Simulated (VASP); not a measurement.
# A first-principles U for FeSb

Aim: the Hubbard U of FeSb from the response of a shell to a shift of its potential. The start is a cell from a database of measured crystal structures.

Main program and level: VASP 6.6.1; PBEsol, spin-polarised from a ferromagnetic start; plane waves and PAW (Fe, Fe, Sb), in the first sound run; inputs show where later runs differ.

Report form: the programs' logs are mostly left out.

The database entry behind the starting cell differs from later determinations by our own check (0.1 to 0.3 % short, probably kX units), so it need not match the best structure at ambient conditions.

## Step 1: The structure

It takes space group P6_3/mmc (No. 194, hexagonal). The conventional cell has a = 4.060 Å, b = 4.060 Å, c = 5.130 Å, α = 90.00°, β = 90.00°, γ = 120.00°. Nearest to Fe lie 2 Fe at 2.56 Å and 6 Sb at 2.67 Å. Sb has 6 Fe at 2.67 Å nearest. Farther neighbours are not listed.

Coordinates:

```xyz
4
Lattice="4.0600 0.0000 0.0000 -2.0300 3.5161 0.0000 0.0000 0.0000 5.1300" Properties=species:S:1:pos:R:3 pbc="T T T"
Fe    0.0000    0.0000    2.5650
Fe    0.0000    0.0000    0.0000
Sb    2.0300    1.1720    3.8475
Sb    0.0000    2.3440    1.2825
```

## Step 2: Ground state

The shifted atom is typed as a species of its own, and density and orbitals are saved as the common start.

INCAR

```
SYSTEM = FeSb
PREC = Accurate
ENCUT = 350
EDIFF = 1E-06
NELM = 150
ISMEAR = 0
SIGMA = 0.05
LREAL = .FALSE.
ALGO = Normal
GGA = PS
NBANDS = 21
ISPIN = 2
MAGMOM = 3 3 0 0
LMAXMIX = 4
LORBIT = 11
LWAVE = .TRUE.
LCHARG = .TRUE.
KPAR = 2
AMIX = 0.2
BMIX = 1E-04
AMIX_MAG = 0.8
BMIX_MAG = 1E-04
```

POSCAR

```
FeSb
1.0
    4.0600000000      0.0000000000      0.0000000000
   -2.0300000000      3.5160631394      0.0000000000
    0.0000000000      0.0000000000      5.1300000000
Fe Fe Sb
1 1 2
Direct
    0.0000000000      0.0000000000      0.5000000000
    0.0000000000      0.0000000000      0.0000000000
    0.6666666667      0.3333333333      0.7500000000
    0.3333333333      0.6666666667      0.2500000000
```

KPOINTS

```
Automatic mesh
0
Gamma
4 4 3
0 0 0
```

Potentials, in the order of the species: Fe, Fe and Sb (PBE family, release 64).

On the command line:

```bash
> mpirun -np 2 vasp_std
```

Wall time 22 s (2 MPI ranks of Intel Xeon Platinum 8488C (Sapphire Rapids), shared host); peak memory 0.35 GiB.

The magnetic state follows from one typed start and may not be the lowest. The k-mesh is coarse for a metal. LASPH is off, so gradient terms of the non-spherical density inside the spheres are left out; for open d or f shells this can shift gaps and moments. The PAW data sets were made with PBE, which is usual practice but a small mismatch for other functionals.

Numbers from this step:

```yaml
electronic_cycles: 17
electrons: 26
free_energy_toten: -26.92 eV
energy_at_zero_smearing: -26.92 eV
fermi_energy: 7.865 eV
moment_of_the_cell_from_the_last_line_of_the_log: 2.999 μB
labelled_metallic_from_the_levels_on_this_mesh: yes
```

Spin moment in the PAW sphere by atom:

```csv
atom,spin moment in the PAW sphere (μB)
Fe1,1.62
Fe2,1.62
Sb3,-0.08
Sb4,-0.08
```

## Step 3: Shifted potential, frozen density, alpha -0.2

This step: PBEsol, with a shift of one shell's potential, spin-polarised from a ferromagnetic start; plane waves and PAW (Fe, Fe, Sb) (VASP 6.6.1).

With the density held, the shell's charge shows the bare response.

Changes to INCAR since step 2:

```diff
@@ -15,4 +15,4 @@
 LORBIT = 11
-LWAVE = .TRUE.
-LCHARG = .TRUE.
+LWAVE = .FALSE.
+LCHARG = .FALSE.
 KPAR = 2
@@ -22 +22,7 @@
 BMIX_MAG = 1E-04
+LDAU = .TRUE.
+LDAUTYPE = 3
+LDAUL = 2 -1 -1
+LDAUU = -0.2 0 0
+LDAUJ = -0.2 0 0
+ICHARG = 11
```

POSCAR is that of step 2.

KPOINTS is that of step 2.

The run starts from files that an earlier step left in the folder.

On the command line:

```bash
> mpirun -np 2 vasp_std
```

The job ended after 6.2 s (2 MPI ranks; peak memory 0.34 GiB).

This step gave:

- electronic cycles: 4
- free energy (TOTEN): -25.68 eV
- energy at zero smearing: -25.67 eV
- Fermi energy: 7.973 eV

Spin moment in the PAW sphere by atom:

| atom | spin moment in the PAW sphere (μB) |
| --- | --- |
| Fe1 | 1.81 |
| Fe2 | 1.45 |
| Sb3 | -0.08 |
| Sb4 | -0.08 |

Energy at zero smearing: -25.67174 eV.

## Step 4: Shifted potential, relaxed density, alpha -0.2

With self-consistency the other electrons screen the shift.

Changes to INCAR since step 3:

```diff
@@ -27,2 +27 @@
 LDAUJ = -0.2 0 0
-ICHARG = 11
```

POSCAR is that of step 3.

KPOINTS is that of step 3.

On the command line:

```bash
> mpirun -np 2 vasp_std
```

Elapsed: 14 s, on 2 MPI ranks; peak memory 0.35 GiB; 26 s of CPU time.

This step gave:

```yaml
electronic_cycles: 9
free_energy_toten: -25.65 eV
energy_at_zero_smearing: -25.65 eV
fermi_energy: 7.899 eV
moment_of_the_cell_from_the_last_line_of_the_log: 3.000 μB
```

Spin moment in the PAW sphere by atom:

```
atom  spin moment in the PAW sphere (μB)
 Fe1                                1.67
 Fe2                                1.58
 Sb3                               -0.08
 Sb4                               -0.08
```

Force by atom:

```
atom  x (eV/Å)  y (eV/Å)  z (eV/Å)    size
 Fe1    0.0000    0.0000    0.0000  0.0000
 Fe2    0.0000    0.0000    0.0000  0.0000
 Sb3    0.0000    0.0000    0.0781  0.0781
 Sb4    0.0000    0.0000   -0.0781  0.0781
```

Energy at zero smearing: -25.64501 eV.

The run ends at a pressure of -8.52 GPa, with forces up to 0.078 eV/Å.

## Step 5: Shifted potential, frozen density, alpha -0.1

Changes to INCAR since step 4:

```diff
@@ -25,3 +25,4 @@
 LDAUL = 2 -1 -1
-LDAUU = -0.2 0 0
-LDAUJ = -0.2 0 0
+LDAUU = -0.1 0 0
+LDAUJ = -0.1 0 0
+ICHARG = 11
```

POSCAR is that of step 4.

KPOINTS is that of step 4.

The run starts from files that an earlier step left in the folder.

On the command line:

```bash
> mpirun -np 2 vasp_std
```

Run time: 5.6 s. Hardware: 2 MPI ranks; peak memory 0.34 GiB.

Numbers from this step:

```yaml
electronic_cycles: 3
free_energy_toten: -26.29 eV
energy_at_zero_smearing: -26.29 eV
fermi_energy: 7.915 eV
moment_of_the_cell_from_the_last_line_of_the_log: 2.999 μB
```

Spin moment in the PAW sphere by atom:

```csv
atom,spin moment in the PAW sphere (μB)
Fe1,1.72
Fe2,1.53
Sb3,-0.08
Sb4,-0.08
```

Energy at zero smearing: -26.28842 eV.

## Step 6: Shifted potential, relaxed density, alpha -0.1

Changes to INCAR since step 5:

```diff
@@ -27,2 +27 @@
 LDAUJ = -0.1 0 0
-ICHARG = 11
```

POSCAR is that of step 5.

KPOINTS is that of step 5.

On the command line:

```bash
> mpirun -np 2 vasp_std
```

It took 12 s on 2 MPI ranks; peak memory 0.36 GiB.

Numbers from this step:

- electronic cycles: 8
- energy at zero smearing: -26.28 eV
- Fermi energy: 7.882 eV
- moment of the cell, from the last line of the log: 3 μB

Spin moment in the PAW sphere by atom:

```
atom  spin moment in the PAW sphere (μB)
 Fe1                                1.65
 Fe2                                1.60
 Sb3                               -0.08
 Sb4                               -0.08
```

Energy at zero smearing: -26.28154 eV.

The run ends at a pressure of -8.71 GPa, with forces up to 0.040 eV/Å.

## Step 7: Shifted potential, frozen density, alpha 0.1

Changes to INCAR since step 6:

```diff
@@ -25,3 +25,4 @@
 LDAUL = 2 -1 -1
-LDAUU = -0.1 0 0
-LDAUJ = -0.1 0 0
+LDAUU = 0.1 0 0
+LDAUJ = 0.1 0 0
+ICHARG = 11
```

POSCAR is that of step 6.

KPOINTS is that of step 6.

The run starts from files that an earlier step left in the folder.

On the command line:

```bash
> mpirun -np 2 vasp_std
```

The job ended after 6.2 s (2 MPI ranks; peak memory 0.34 GiB; 11 s of CPU time).

Spin moment in the PAW sphere by atom:

```
atom  spin moment in the PAW sphere (μB)
 Fe1                                1.53
 Fe2                                1.72
 Sb3                               -0.08
 Sb4                               -0.08
```

Energy at zero smearing: -27.56747 eV.

## Step 8: Shifted potential, relaxed density, alpha 0.1

Changes to INCAR since step 7:

```diff
@@ -27,2 +27 @@
 LDAUJ = 0.1 0 0
-ICHARG = 11
```

POSCAR is that of step 7.

KPOINTS is that of step 7.

On the command line:

```bash
> mpirun -np 2 vasp_std
```

Run time: 13 s. Hardware: 2 MPI ranks; peak memory 0.35 GiB.

Energy at zero smearing: -27.56070 eV.

The run ends at a pressure of -9.11 GPa, with forces up to 0.039 eV/Å.

## Step 9: Shifted potential, frozen density, alpha 0.2

Changes to INCAR since step 8:

```diff
@@ -25,3 +25,4 @@
 LDAUL = 2 -1 -1
-LDAUU = 0.1 0 0
-LDAUJ = 0.1 0 0
+LDAUU = 0.2 0 0
+LDAUJ = 0.2 0 0
+ICHARG = 11
```

POSCAR is that of step 8.

KPOINTS is that of step 8.

The WAVECAR or CHGCAR of an earlier step is read.

On the command line:

```bash
> mpirun -np 2 vasp_std
```

Wall time 5.8 s (2 MPI ranks); peak memory 0.34 GiB; 10 s of CPU time.

Spin moment in the PAW sphere by atom:

```
atom  spin moment in the PAW sphere (μB)
 Fe1                                1.44
 Fe2                                1.80
 Sb3                               -0.08
 Sb4                               -0.08
```

Energy at zero smearing: -28.22961 eV.

## Step 10: Shifted potential, relaxed density, alpha 0.2

Changes to INCAR since step 9:

```diff
@@ -27,2 +27 @@
 LDAUJ = 0.2 0 0
-ICHARG = 11
```

POSCAR is that of step 9.

KPOINTS is that of step 9.

On the command line:

```bash
> mpirun -np 2 vasp_std
```

Run time: 11 s. Hardware: 2 MPI ranks; peak memory 0.35 GiB.

Spin moment in the PAW sphere by atom:

```
atom  spin moment in the PAW sphere (μB)
 Fe1                                1.58
 Fe2                                1.66
 Sb3                               -0.08
 Sb4                               -0.08
```

Energy at zero smearing: -28.20338 eV.

The run ends at a pressure of -9.32 GPa, with forces up to 0.079 eV/Å.

## Step 11: Summary

This step: linear-response U, PBEsol; plane waves and PAW (VASP 6.6.1).

No new run; the numbers come from the runs before.

This step gave:

```
bare response          : 1.503 e/eV
screened response      : 0.2030 e/eV
U from linear response : 4.261 eV
```

The change of the charge in the shell of the shifted atom, thousandths of an electron by potential shift:

```
potential shift (eV)  frozen density (e)  relaxed density (e)
              -0.200                -304                  -40
              -0.100                -156                  -21
               0.000                   0                    0
               0.100                 153                   20
               0.200                 293                   41
```

## Step 12: Summary of results

| Property | Result |
| --- | --- |
| U from linear response | 4.26 eV |
| bare response | 1.50 e/eV |
| screened response | 0.203 e/eV |

In words: Linear response gives U = 4.3 eV for the d shell of Fe. U = 1/χ − 1/χ₀, with χ the screened and χ₀ the bare slope of the shell's charge; in this program a positive shift raises the charge. The charges are printed to three decimals, which adds noise to both slopes. The value belongs to this projector sphere, magnetic state and cell; a small cell changes it, since the images are shifted too. The bare response exceeds the screened one, as it must for a positive U.

[Lines on the potential files, build, host, timing and source positions are cut from VASP's logs without a mark.]

[Logs are printed without paths, hosts, clocks, repeated set-up lines and the standing remarks that a program may print on its own settings, such as how far it seeks lower states.]

[Hosts, paths, dates, database ids (printed as entryN), source tags and the programs' standing remarks are cut or masked in the printed files.]

[In band tables of VASP the shares of atoms and orbitals are scaled to a sum of 1 inside the atoms' spheres.]

[Runs that stopped without an error message from VASP are left out.]
